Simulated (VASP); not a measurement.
Data:

```xyz
2
Lattice="3.6474 0.0000 0.0000 0.0000 3.6474 0.0000 0.0000 0.0000 3.6474" Properties=species:S:1:pos:R:3 pbc="T T T"
La     0.0000     0.0000     0.0000
P      1.8237     1.8237     1.8237
```

These are r2SCAN meta-GGA, VASP's PBE PAW potentials (set 64) (plane waves; VASP) values and carry that method's errors. Numerical set-up: 480 eV cut-off, 10×10×10 Γ-centred mesh, first-order Methfessel-Paxton smearing of 0.10 eV, potentials La P.

Each relaxation starts from this cell; other phases were not tried.

Question: The cell is relaxed at 5 GPa. What happens?

Answer: The volume per atom goes from 24.26 to 22.88 Å³ (-5.7 %), and the cell becomes a = b = c = 3.577 Å, α = β = γ = 90.00°, space group Pm-3m.

Question: The cell is relaxed at 10 GPa. What happens?

Answer: The volume per atom goes from 24.26 to 21.84 Å³ (-10.0 %), and the cell becomes a = 3.522 Å, b = 3.522 Å, c = 3.522 Å, α = 90.00°, β = 90.00°, γ = 90.00°, space group Pm-3m.

Failed runs are left out, and for metals the shear rows, which the mesh's noise covers.

The structure was generated: LaP was put into the CsCl type (Pm-3m), which need not be its known phase.
